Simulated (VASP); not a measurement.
Input:

```xyz
4
Lattice="2.1086 1.2174 6.8902 -2.1086 1.2174 6.8902 0.0000 -2.4348 6.8902" Properties=species:S:1:pos:R:3 pbc="T T T"
Sn     0.0000     0.0000    10.3353
Pb     0.0000    -2.4348     6.8902
Se     0.0000     0.0000    15.5566
Se     0.0000     0.0000     5.1140
```

Level of theory: LDA (Ceperley-Alder, Perdew-Zunger), VASP's LDA PAW potentials (set 64) (plane waves; VASP). Numerical set-up: 400 eV cut-off, 7×7×7 Γ-centred mesh, tetrahedra with Blöchl corrections, potentials Sn_d Pb_d Se.

The cores are frozen, which limits the accuracy of field gradients.

Question: Give the principal components of the electric field gradient (V/Å²) and the asymmetry η at each nucleus.

Answer: 
| atom | Vxx | Vyy | Vzz | η |
|---|---|---|---|---|
| Sn1 | 1.3 | 1.3 | -2.6 | 0.00 |
| Pb2 | 6.9 | 6.9 | -13.9 | 0.00 |
| Se3 | -0.5 | -0.5 | 1.0 | 0.00 |
| Se4 | -0.5 | -0.5 | 1.0 | 0.00 |

The structure comes from a computed database's SnPbSe2 entry (R-3m); how it stands against other phases isn't given here. It was relaxed first, which changed the volume by -7 %.
